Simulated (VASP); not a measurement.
Energy against volume of AlN (wurtzite). All values below come from vdW-DF-cx, VASP's PBE PAW potentials (set 64) (plane waves; VASP 6.6.1). Numerical set-up: 520 eV cut-off, 8×8×5 Γ-centred mesh, Gaussian smearing of 0.050 eV, potentials Al N.

Shape and ions are relaxed at each volume.

```json
[
 {"V (Å³/atom)": "10.211", "E (eV/atom)": "-6.30963"},
 {"V (Å³/atom)": "10.526", "E (eV/atom)": "-6.31602"},
 {"V (Å³/atom)": "10.842", "E (eV/atom)": "-6.31058"},
 {"V (Å³/atom)": "11.158", "E (eV/atom)": "-6.29493"}
]
```

Task: Fit these four points and predict the energy of the run at 9.895 Å³/atom.

Result: A cubic in V^(−2/3), the third-order Birch-Murnaghan form, passes through the four points with V0 = 10.53 Å³/atom and B0 = 200 GPa, and gives -6.2894 eV/atom there. The run gave -6.2896 eV/atom, -0.2 meV/atom from the fit; all five points give B0 = 199 GPa.

The compound is AlN in the wurtzite structure. It was relaxed first.
